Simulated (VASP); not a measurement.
Here is the system:

```
La2Ni2I
1.0
    4.12222     0.00000     0.00000
   -2.06111     3.56995     0.00000
    0.00000     0.00000     8.85892
La Ni I
2 2 1
Direct
  0.00081   0.01065   0.20581
  0.97335   0.99616   0.79127
  0.33272   0.65343   0.99774
  0.68232   0.33929   0.00217
  0.67747   0.33380   0.50300
```

The numbers are results of LDA (Ceperley-Alder, Perdew-Zunger), VASP's LDA PAW potentials (set 64) (plane waves; VASP), not measurements. Settings: 300 eV cut-off, 5×5×2 Γ-centred mesh, Gaussian smearing of 0.10 eV, potentials La Ni I.

At this cut-off the stress carries a Pulay error, which pulls relaxed volumes low.

Task: Which forces act on the atoms, in eV/Å?

Result: 
```tsv
atom	Fx	Fy	Fz
La1	0.168	-0.032	-0.301
La2	0.126	-0.040	0.359
Ni3	0.097	0.329	0.047
Ni4	-0.279	-0.263	-0.035
I5	-0.112	0.006	-0.069
```

Task: Give the stress tensor in GPa (positive for a compressed cell).

Result: 
```
-4.12   0.13   0.33
 0.13  -4.71   0.08
 0.33   0.08  -5.14
```
The pressure is its mean diagonal, -4.65 GPa.

The structure comes from a computed database's La2Ni2I entry; how it stands against other phases isn't given here. The cell was not relaxed at this level. The k-mesh is coarse (spacing up to 0.35 per Å, 2π included), so the numbers may not be converged in it. The run is not spin-polarised, so no magnetic state was tried. The electron count is odd and the run is not spin-polarised, which forces a metal.
